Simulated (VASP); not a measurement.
# Ga15GeN16 (a cell with a defect) in VASP: further runs, part 2 of 2

VASP 6.6.1. Earlier steps stand in the parts before.

## Step 3: Electric field gradients, PBE

This run's cell holds other atoms than the first one's.

File INCAR:

```
ALGO = Fast
EDIFF = 1E-8
ENCUT = 520
GGA = PE
ISIF = 2
ISMEAR = -1
LASPH = T
LCHARG = F
LEFG = T
LREAL = Auto
LWAVE = F
NBANDS = 166
NELM = 100
PREC = Accurate
SIGMA = 0.01
```

File KPOINTS:

```
k-points
0
Gamma
  4 4 2
```

File POSCAR:

```
Ga16AsN15
1.0
    6.3600000000      0.0000000000      0.0000000000
   -3.1800000000      5.5079215680      0.0000000000
    0.0000000000      0.0000000000     10.3320000000
Ga As N
16 1 15
Direct
    0.1666666666      0.3333333334      0.0000000000
    0.1666666666      0.3333333334      0.5000000000
    0.1666666666      0.8333333334      0.0000000000
    0.1666666666      0.8333333334      0.5000000000
    0.6666666666      0.3333333334      0.0000000000
    0.6666666666      0.3333333334      0.5000000000
    0.6666666666      0.8333333334      0.0000000000
    0.6666666666      0.8333333334      0.5000000000
    0.3333333334      0.1666666666      0.2500000000
    0.3333333334      0.1666666666      0.7500000000
    0.3333333334      0.6666666666      0.2500000000
    0.3333333334      0.6666666666      0.7500000000
    0.8333333334      0.1666666666      0.2500000000
    0.8333333334      0.1666666666      0.7500000000
    0.8333333334      0.6666666666      0.2500000000
    0.8333333334      0.6666666666      0.7500000000
    0.1666666666      0.3333333334      0.1875000000
    0.1666666666      0.3333333334      0.6875000000
    0.1666666666      0.8333333334      0.1875000000
    0.1666666666      0.8333333334      0.6875000000
    0.6666666666      0.3333333334      0.1875000000
    0.6666666666      0.3333333334      0.6875000000
    0.6666666666      0.8333333334      0.1875000000
    0.6666666666      0.8333333334      0.6875000000
    0.3333333334      0.1666666666      0.4375000000
    0.3333333334      0.1666666666      0.9375000000
    0.3333333334      0.6666666666      0.4375000000
    0.3333333334      0.6666666666      0.9375000000
    0.8333333334      0.1666666666      0.4375000000
    0.8333333334      0.1666666666      0.9375000000
    0.8333333334      0.6666666666      0.4375000000
    0.8333333334      0.6666666666      0.9375000000
```

Potentials or basis: VASP PAW PBE potentials, release 64 (Ga_d, As, N).

Run with:

```sh
$ cat potpaw_PBE.64/Ga_d/POTCAR potpaw_PBE.64/As/POTCAR potpaw_PBE.64/N/POTCAR > POTCAR
$ mpirun -np 1 vasp_std > vasp.out
```

OUTCAR:

```text
EDIFF = 1E-8
   ENCUT = 520
   GGA = PE
   ISIF = 2
   ISMEAR = -1
   LASPH = T
   LREAL = Auto
   NELM = 100
   PREC = Accurate

 ion  position               nearest neighbor table
   1  0.167  0.333  0.000-  17 1.94  28 1.95  30 1.95  26 1.95
   2  0.167  0.333  0.500-  18 1.94  27 1.95  29 1.95  25 1.95
   3  0.167  0.833  0.000-  19 1.94  26 1.95  32 1.95  28 1.95
   4  0.167  0.833  0.500-  20 1.94  25 1.95  31 1.95  27 1.95
   5  0.667  0.333  0.000-  21 1.94  32 1.95  26 1.95  30 1.95
   6  0.667  0.333  0.500-  22 1.94  31 1.95  25 1.95  29 1.95
[... 24 lines left out ...]
  31  0.833  0.667  0.438-  15 1.94   6 1.95   4 1.95   8 1.95
  32  0.833  0.667  0.938-  16 1.94   5 1.95   3 1.95   7 1.95

  LATTYP: Found a hexagonal cell.
 ALAT       =     6.3600000000
 C/A-ratio  =     1.6245283019

  Lattice vectors:

 A1 = (   6.3600000000,   0.0000000000,   0.0000000000)
 A2 = (  -3.1800000000,   5.5079215680,   0.0000000000)
 A3 = (   0.0000000000,   0.0000000000,  10.3320000000)

Analysis of symmetry for initial positions (statically):
=====================================================================
[... 1557 lines left out ...]
  free  energy   TOTEN  =      -181.4177988713 eV

  energy  without entropy=     -181.4177988713  energy(sigma->0) =     -181.41779887

 Electric field gradients (V/A^2)
---------------------------------------------------------------------
 ion       V_xx      V_yy      V_zz      V_xy      V_xz      V_yz
---------------------------------------------------------------------
   1      55.569    55.573  -111.142     0.004    -0.000     0.000
   2       1.633     1.638    -3.271     0.004    -0.000     0.000
   3       1.149     0.796    -1.944     0.313    -0.252    -0.145
   4       1.098     1.054    -2.152     0.046    -0.284    -0.164
   5       0.613     1.332    -1.944     0.004    -0.000     0.291
   6       1.026     1.127    -2.152     0.004    -0.000     0.328
[... 24 lines left out ...]
  31      -0.407    -0.408     0.816    -0.001     0.000    -0.000
  32      -0.197    -0.198     0.395    -0.001     0.000    -0.000
---------------------------------------------------------------------

 Electric field gradients after diagonalization (V/A^2)
 (convention: |V_zz| > |V_xx| > |V_yy|)
----------------------------------------------------------------------
 ion       V_xx      V_yy      V_zz     asymmetry (V_yy - V_xx)/ V_zz
----------------------------------------------------------------------
   1      55.575    55.566  -111.142       0.000
   2       1.640     1.631    -3.271       0.003
   3       1.357     0.613    -1.970       0.378
   4       1.159     1.025    -2.185       0.061
   5       1.357     0.613    -1.970       0.378
   6       1.159     1.025    -2.185       0.061
[... 24 lines left out ...]
  31      -0.409    -0.407     0.816       0.003
  32      -0.199    -0.196     0.395       0.006
----------------------------------------------------------------------

           NMR quadrupolar parameters

 Cq : quadrupolar parameter    Cq=e*Q*V_zz/h
 eta: asymmetry parameters     (V_yy - V_xx)/ V_zz
 Q  : nuclear electric quadrupole moment in mb (millibarn)
----------------------------------------------------------------------
 ion       Cq(MHz)       eta       Q (mb)
----------------------------------------------------------------------
   1      -0.269       0.000       1.000
   2      -0.008       0.003       1.000
   3      -0.005       0.378       1.000
   4      -0.005       0.061       1.000
   5      -0.005       0.378       1.000
   6      -0.005       0.061       1.000
[... 24 lines left out ...]
  31       0.002       0.003       1.000
  32       0.001       0.006       1.000
----------------------------------------------------------------------
```

OSZICAR:

```text
N       E                     dE             d eps       ncg     rms          rms(c)
DAV:   1     0.517170222246E+04    0.51717E+04   -0.10718E+05  2792   0.326E+03
DAV:   2     0.118187937918E+04   -0.39898E+04   -0.38070E+04  2656   0.954E+02
DAV:   3    -0.235380601981E+02   -0.12054E+04   -0.11354E+04  3152   0.326E+02
[... 20 lines left out ...]
RMM:  24    -0.181417798826E+03   -0.14601E-06   -0.76212E-07  3060   0.119E-03    0.339E-04
RMM:  25    -0.181417798855E+03   -0.28900E-07   -0.29596E-07  2798   0.782E-04    0.267E-04
RMM:  26    -0.181417798864E+03   -0.88330E-08   -0.15734E-07  2570   0.516E-04    0.122E-04
RMM:  27    -0.181417798880E+03   -0.16858E-07   -0.67943E-08  2373   0.357E-04    0.545E-05
RMM:  28    -0.181417798868E+03    0.12529E-07   -0.35583E-08  2195   0.264E-04    0.236E-05
RMM:  29    -0.181417798871E+03   -0.34270E-08   -0.16565E-08  1908   0.196E-04
   1 F= -.18141780E+03 E0= -.18141780E+03  d E =-.757854E-12
```

Run time: 18 min. Hardware: 1 thread of Intel Xeon Platinum 8488C (Sapphire Rapids), shared host; peak memory 0.61 GiB.

Results:

* Free energy: -181.4178 eV
* Pressure: 21.2 GPa
* Largest force: 10.388 eV/Å
* Band gap on the k mesh: 1.95 eV, direct

Forces in eV/Å, atoms in the order of the input:
```
Ga    0.000   0.000 -10.388
Ga    0.000   0.000   0.110
Ga    0.024   0.014  -0.200
Ga    0.037   0.021  -0.081
Ga    0.000  -0.028  -0.200
Ga    0.000  -0.043  -0.081
Ga   -0.024   0.014  -0.200
Ga   -0.037   0.021  -0.081
Ga    8.063  -4.655   3.176
Ga    0.046  -0.026  -0.134
Ga    0.000   9.310   3.176
Ga    0.000   0.053  -0.134
Ga   -8.063  -4.655   3.176
Ga   -0.046  -0.026  -0.134
Ga    0.000   0.000  -0.077
Ga    0.000   0.000  -0.178
As    0.000   0.000   0.415
N     0.000   0.000   0.121
N     0.104   0.060   0.203
N    -0.027  -0.015   0.131
N     0.000  -0.120   0.203
N     0.000   0.031   0.131
N    -0.104   0.060   0.203
N     0.027  -0.015   0.131
N     0.194  -0.112   0.364
N     0.115  -0.066  -0.217
N     0.000   0.224   0.364
N     0.000   0.132  -0.217
N    -0.194  -0.112   0.364
N    -0.115  -0.066  -0.217
N     0.000   0.000   0.094
N     0.000   0.000   0.178
```

Stress tensor (GPa, compression positive):
```
20.22  0.00  0.00
 0.00 20.22  0.00
 0.00  0.00 23.15
```

Levels at points of the mesh, in eV from the valence-band top:
| k point | band 142 | band 143 | band 144 | band 145 | band 146 | band 147 |
| --- | --- | --- | --- | --- | --- | --- |
| (0.00, 0.00, 0.00) | -0.17 | 0.00 | 0.00 | 1.95 | 3.65 | 3.65 |
| (0.50, 0.00, 0.00) | -0.79 | -0.74 | -0.47 | 4.17 | 4.28 | 4.62 |
| (0.00, 0.00, 0.50) | -0.40 | -0.06 | -0.06 | 3.05 | 3.13 | 3.63 |
| (0.50, 0.00, 0.50) | -0.97 | -0.89 | -0.61 | 3.99 | 4.15 | 4.26 |

Electric field gradients, principal values (V/Å²):
```
 atom     Vxx     Vyy       Vzz
 1 Ga  55.566  55.575  -111.142
 2 Ga   1.631   1.640    -3.271
 3 Ga   0.613   1.357    -1.970
 4 Ga   1.025   1.159    -2.185
 5 Ga   0.613   1.357    -1.970
 6 Ga   1.025   1.159    -2.185
 7 Ga   0.619   1.351    -1.970
 8 Ga   1.032   1.152    -2.185
 9 Ga  51.983  52.585  -104.568
10 Ga   1.519   1.961    -3.480
11 Ga  51.984  52.578  -104.562
12 Ga   1.512   1.968    -3.480
13 Ga  51.984  52.578  -104.562
14 Ga   1.512   1.968    -3.480
15 Ga   1.536   1.545    -3.081
16 Ga   0.629   0.638    -1.267
17 As  -2.181  -2.182     4.364
 18 N  -0.636  -0.638     1.274
 19 N   3.091   4.308    -7.399
 20 N  -0.354  -0.414     0.767
 21 N   3.091   4.308    -7.399
 22 N  -0.354  -0.414     0.767
 23 N   3.092   4.309    -7.401
 24 N  -0.355  -0.412     0.767
 25 N   0.594   2.483    -3.077
 26 N   1.627   2.085    -3.712
 27 N   0.596   2.482    -3.078
 28 N   1.629   2.084    -3.713
 29 N   0.596   2.482    -3.078
 30 N   1.629   2.084    -3.713
 31 N  -0.407  -0.409     0.816
 32 N  -0.196  -0.199     0.395
```

Caveat: so large a pressure means that the cell lies far from this level's equilibrium, or that cutoff or potentials fall short.

## Step 4: Electric field gradients, PBE

This run's cell holds other atoms than the first one's.

File INCAR:

```
  PREC = Accurate
  ENCUT = 520
  EDIFF = 1E-8
  ISMEAR = -1
  SIGMA = 0.01
  LREAL = Auto
  LASPH = T
  NELM = 100
  ALGO = Fast
  ISIF = 2
  LWAVE = F
  LCHARG = F
  GGA = PE
  LEFG = T
  NELECT = 288.0
  NBANDS = 166
```

File KPOINTS:

```
regular mesh
0
Gamma
  4 4 2
```

Edit POSCAR of step 3 so:

```diff
@@ -1,2 +1,2 @@
-Ga16AsN15
+Ga16SeN15
 1.0
@@ -5,3 +5,3 @@
     0.0000000000      0.0000000000     10.3320000000
-Ga As N
+Ga Se N
 16 1 15
```

Potentials or basis: VASP PAW PBE potentials, release 64 (Ga_d, Se, N).

Run with:

```sh
$ cat potpaw_PBE.64/Ga_d/POTCAR potpaw_PBE.64/Se/POTCAR potpaw_PBE.64/N/POTCAR > POTCAR
$ mpirun -np 1 vasp_std > vasp.out
```

OUTCAR:

```text
PREC = Accurate
   ENCUT = 520
   EDIFF = 1E-8
   ISMEAR = -1
   LREAL = Auto
   LASPH = T
   NELM = 100
   ISIF = 2
   GGA = PE
   NELECT = 288.0

 ion  position               nearest neighbor table
   1  0.167  0.333  0.000-  17 1.94  28 1.95  30 1.95  26 1.95
   2  0.167  0.333  0.500-  18 1.94  27 1.95  29 1.95  25 1.95
   3  0.167  0.833  0.000-  19 1.94  26 1.95  32 1.95  28 1.95
   4  0.167  0.833  0.500-  20 1.94  25 1.95  31 1.95  27 1.95
   5  0.667  0.333  0.000-  21 1.94  32 1.95  26 1.95  30 1.95
   6  0.667  0.333  0.500-  22 1.94  31 1.95  25 1.95  29 1.95
[... 24 lines left out ...]
  31  0.833  0.667  0.438-  15 1.94   6 1.95   4 1.95   8 1.95
  32  0.833  0.667  0.938-  16 1.94   5 1.95   3 1.95   7 1.95

  LATTYP: Found a hexagonal cell.
 ALAT       =     6.3600000000
 C/A-ratio  =     1.6245283019

  Lattice vectors:

 A1 = (   6.3600000000,   0.0000000000,   0.0000000000)
 A2 = (  -3.1800000000,   5.5079215680,   0.0000000000)
 A3 = (   0.0000000000,   0.0000000000,  10.3320000000)

Analysis of symmetry for initial positions (statically):
=====================================================================
 Subroutine PRICEL returns:
[... 1556 lines left out ...]
  free  energy   TOTEN  =      -186.9084746332 eV

  energy  without entropy=     -186.9084746332  energy(sigma->0) =     -186.90847463

 Electric field gradients (V/A^2)
---------------------------------------------------------------------
 ion       V_xx      V_yy      V_zz      V_xy      V_xz      V_yz
---------------------------------------------------------------------
   1      24.482    24.486   -48.968     0.004    -0.000     0.000
   2       5.157     5.162   -10.319     0.004    -0.000     0.000
   3      -3.286    -2.095     5.381    -1.024    -1.794    -1.035
   4       3.101     5.165    -8.266    -1.780    -1.683    -0.971
   5      -1.506    -3.875     5.381     0.004    -0.000     2.071
   6       6.191     2.075    -8.266     0.004    -0.000     1.943
[... 24 lines left out ...]
  31      -1.392    -1.393     2.784    -0.001     0.000    -0.000
  32       0.285     0.284    -0.569    -0.001     0.000    -0.000
---------------------------------------------------------------------

 Electric field gradients after diagonalization (V/A^2)
 (convention: |V_zz| > |V_xx| > |V_yy|)
----------------------------------------------------------------------
 ion       V_xx      V_yy      V_zz     asymmetry (V_yy - V_xx)/ V_zz
----------------------------------------------------------------------
   1      24.488    24.479   -48.968       0.000
   2       5.164     5.155   -10.319       0.001
   3      -4.317    -1.506     5.823       0.483
   4       6.191     2.428    -8.619       0.437
   5      -4.317    -1.506     5.823       0.483
   6       6.191     2.428    -8.619       0.437
[... 24 lines left out ...]
  31      -1.393    -1.391     2.784       0.001
  32       0.285     0.283    -0.569       0.004
----------------------------------------------------------------------

           NMR quadrupolar parameters

 Cq : quadrupolar parameter    Cq=e*Q*V_zz/h
 eta: asymmetry parameters     (V_yy - V_xx)/ V_zz
 Q  : nuclear electric quadrupole moment in mb (millibarn)
----------------------------------------------------------------------
 ion       Cq(MHz)       eta       Q (mb)
----------------------------------------------------------------------
   1      -0.118       0.000       1.000
   2      -0.025       0.001       1.000
   3       0.014       0.483       1.000
   4      -0.021       0.437       1.000
   5       0.014       0.483       1.000
   6      -0.021       0.437       1.000
[... 24 lines left out ...]
  31       0.007       0.001       1.000
  32      -0.001       0.004       1.000
----------------------------------------------------------------------
```

OSZICAR:

```text
N       E                     dE             d eps       ncg     rms          rms(c)
DAV:   1     0.517345721132E+04    0.51735E+04   -0.10720E+05  2780   0.326E+03
DAV:   2     0.118526496837E+04   -0.39882E+04   -0.37997E+04  2656   0.956E+02
DAV:   3    -0.293155988619E+02   -0.12146E+04   -0.11414E+04  3168   0.326E+02
[... 22 lines left out ...]
RMM:  26    -0.186908474577E+03   -0.45045E-07   -0.29048E-07  2703   0.757E-04    0.185E-04
RMM:  27    -0.186908474604E+03   -0.27394E-07   -0.15950E-07  2596   0.527E-04    0.769E-05
RMM:  28    -0.186908474621E+03   -0.16335E-07   -0.69279E-08  2392   0.390E-04    0.462E-05
RMM:  29    -0.186908474631E+03   -0.10361E-07   -0.37269E-08  2261   0.282E-04    0.239E-05
RMM:  30    -0.186908474633E+03   -0.22192E-08   -0.18084E-08  2115   0.221E-04
   1 F= -.18690847E+03 E0= -.18690847E+03  d E =-.759486E-11
```

stdout:

```text
POSCAR found type information on POSCAR GaSeN
 POSCAR found :  3 types and      32 ions
 scaLAPACK will be used
 LDA part: xc-table for (Slater+PW92), standard interpolation
 POSCAR, INCAR and KPOINTS ok, starting setup
 FFT: planning ... GRIDC
 FFT: planning ... GRID_SOFT
 FFT: planning ... GRID
 WAVECAR not read
 entering main loop
 the old and the new charge density differ
 old charge density:   289.00000 new  288.00000
    0.312E+01
ion   1

ion   2

ion   3
     0.0000481     0.0129169     0.0082925     0.0354674     0.0143630     0.0074576
     0.0000628     0.0129169     0.0082925     0.0354674     0.0143630     0.0074576
     0.0000820     0.0129169     0.0082925     0.0354674     0.0143630     0.0074576
     0.0001070     0.0129169     0.0082925     0.0354674     0.0143630     0.0074576

     0.0000481     0.8540173     0.9361224    -4.2538832     1.6214115     0.4930672
     0.0000628     0.8540142     0.9361112    -4.2537983     1.6213921     0.4930654
     0.0000820     0.8540096     0.9360943    -4.2536695     1.6213629     0.4930627
     0.0001070     0.8540028     0.9360689    -4.2534749     1.6213188     0.4930588
[... 120 lines left out ...]
ion  23
     0.0000281    -2.1326000    -0.2054021     2.5025670     0.3557670     1.2312572
     0.0000381    -2.1326000    -0.2054021     2.5025670     0.3557670     1.2312572
     0.0000517    -2.1326000    -0.2054021     2.5025670     0.3557670     1.2312572
     0.0000701    -2.1326000    -0.2054021     2.5025669     0.3557669     1.2312572

     0.0000281    -4.6412440    -0.4589188     5.4462044     0.7948708     2.6796235
     0.0000381    -4.6412435    -0.4589188     5.4462039     0.7948707     2.6796232
     0.0000517    -4.6412427
```

Wall time 25 min (1 thread of Intel Xeon Platinum 8488C (Sapphire Rapids), shared host); peak memory 0.61 GiB.

Results:

```
Free energy            : -186.9085 eV
Largest force          : 12.415 eV/Å
Band gap on the k mesh : 2.03 eV, direct
```

Forces in eV/Å, atoms in the order of the input:
```
Ga    0.000   0.000 -12.415
Ga    0.000   0.000   0.725
Ga   -0.101  -0.058  -0.682
Ga   -0.141  -0.081   0.181
Ga    0.000   0.116  -0.682
Ga    0.000   0.163   0.181
Ga    0.101  -0.058  -0.682
Ga    0.141  -0.081   0.181
Ga    9.518  -5.495   4.085
Ga   -0.006   0.003  -0.452
Ga    0.000  10.990   4.085
Ga    0.000  -0.007  -0.452
Ga   -9.518  -5.495   4.085
Ga    0.006   0.003  -0.452
Ga    0.000   0.000   0.391
Ga    0.000   0.000  -0.347
Se    0.000   0.000   0.305
N     0.000   0.000   0.124
N     0.070   0.041   0.163
N     0.044   0.025   0.147
N     0.000  -0.081   0.163
N     0.000  -0.051   0.147
N    -0.070   0.041   0.163
N    -0.044   0.025   0.147
N    -0.072   0.042  -0.351
N    -0.118   0.068   0.550
N     0.000  -0.083  -0.351
N     0.000  -0.137   0.550
N     0.072   0.042  -0.351
N     0.118   0.068   0.550
N     0.000   0.000  -0.162
N     0.000   0.000   0.456
```

Levels at points of the mesh, in eV from the valence-band top:
| k point | band 140 | band 141 | band 142 | band 143 | band 144 | band 145 | band 146 | band 147 | band 148 | band 149 |
| --- | --- | --- | --- | --- | --- | --- | --- | --- | --- | --- |
| (0.00, 0.00, 0.00) | -0.64 | -0.64 | -0.17 | 0.00 | 0.00 | 2.03 | 2.98 | 2.98 | 3.24 | 3.55 |
| (0.50, 0.00, 0.00) | -1.33 | -0.93 | -0.84 | -0.56 | -0.50 | 3.65 | 4.24 | 4.24 | 4.37 | 4.45 |
| (0.00, 0.00, 0.50) | -0.86 | -0.42 | -0.42 | -0.05 | -0.05 | 2.97 | 2.97 | 3.01 | 3.24 | 3.39 |
| (0.50, 0.00, 0.50) | -1.02 | -0.97 | -0.97 | -0.68 | -0.62 | 3.56 | 3.93 | 4.27 | 4.40 | 4.48 |

Electric field gradients, principal values (V/Å²):
| atom | Vxx | Vyy | Vzz |
| --- | --- | --- | --- |
| 1 Ga | 24.479 | 24.488 | -48.968 |
| 2 Ga | 5.155 | 5.164 | -10.319 |
| 3 Ga | -1.506 | -4.317 | 5.823 |
| 4 Ga | 2.428 | 6.191 | -8.619 |
| 5 Ga | -1.506 | -4.317 | 5.823 |
| 6 Ga | 2.428 | 6.191 | -8.619 |
| 7 Ga | -1.500 | -4.323 | 5.823 |
| 8 Ga | 2.422 | 6.197 | -8.619 |
| 9 Ga | 16.041 | 33.263 | -49.304 |
| 10 Ga | -3.155 | -3.316 | 6.471 |
| 11 Ga | 16.042 | 33.257 | -49.299 |
| 12 Ga | -3.148 | -3.323 | 6.471 |
| 13 Ga | 16.042 | 33.257 | -49.299 |
| 14 Ga | -3.148 | -3.323 | 6.471 |
| 15 Ga | 6.269 | 6.278 | -12.546 |
| 16 Ga | -1.261 | -1.270 | 2.532 |
| 17 Se | 6.752 | 6.754 | -13.506 |
| 18 N | -2.070 | -2.073 | 4.143 |
| 19 N | -2.290 | -6.833 | 9.123 |
| 20 N | -1.658 | -2.266 | 3.924 |
| 21 N | -2.290 | -6.833 | 9.123 |
| 22 N | -1.658 | -2.266 | 3.924 |
| 23 N | -2.288 | -6.833 | 9.121 |
| 24 N | -1.660 | -2.264 | 3.924 |
| 25 N | -2.754 | -5.499 | 8.253 |
| 26 N | -2.266 | -3.349 | 5.615 |
| 27 N | -2.756 | -5.497 | 8.253 |
| 28 N | -2.264 | -3.350 | 5.614 |
| 29 N | -2.756 | -5.497 | 8.253 |
| 30 N | -2.264 | -3.350 | 5.614 |
| 31 N | -1.391 | -1.393 | 2.784 |
| 32 N | 0.283 | 0.285 | -0.569 |

Caveat: the cell carries a net charge on a neutralising background, which shifts energy and pressure; the cell is charged against a uniform background, so pressure and absolute levels hang on convention. A hybrid or GW would open this gap; PBE tends to underestimate it.
